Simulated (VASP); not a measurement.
```
CELL_PARAMETERS angstrom
      5.95963     0.00000     0.00000
      0.00000     5.95963     0.00000
      0.00000     0.00000     5.95963
ATOMIC_POSITIONS crystal
  Pb 0.00000 0.00000 0.00000
  Pb 0.50000 0.50000 0.00000
  Pb 0.50000 0.00000 0.50000
  Pb 0.00000 0.50000 0.50000
  Se 0.50000 0.50000 0.50000
  S  0.00000 0.00000 0.50000
  S  0.00000 0.50000 0.00000
  S  0.50000 0.00000 0.00000
```

Computed with PBEsol GGA, VASP's PBE PAW potentials (set 64) (plane waves; VASP 6.6.1). Run with 400 eV cut-off, 4×4×4 Γ-centred mesh, tetrahedra with Blöchl corrections, potentials Pb_d Se S.

The cores are frozen, which limits the accuracy of field gradients.

Problem. Give the principal components of the electric field gradient (V/Å²) and the asymmetry η at each nucleus.

Solution. 
```
atom   Vxx   Vyy    Vzz     η
----  ----  ----  -----  ----
Pb1    0.0   0.0    0.0     -
Pb2   39.3  39.3  -78.6  0.00
Pb3   39.3  39.3  -78.6  0.00
Pb4   39.3  39.3  -78.6  0.00
Se5    0.0   0.0    0.0     -
S6     0.7   0.7   -1.4  0.00
S7     0.7   0.7   -1.4  0.00
S8     0.7   0.7   -1.4  0.00
```

The structure was generated: Pb4S3Se was put into an ordered model structure (Pm-3m), which need not be its known phase. It was relaxed first.
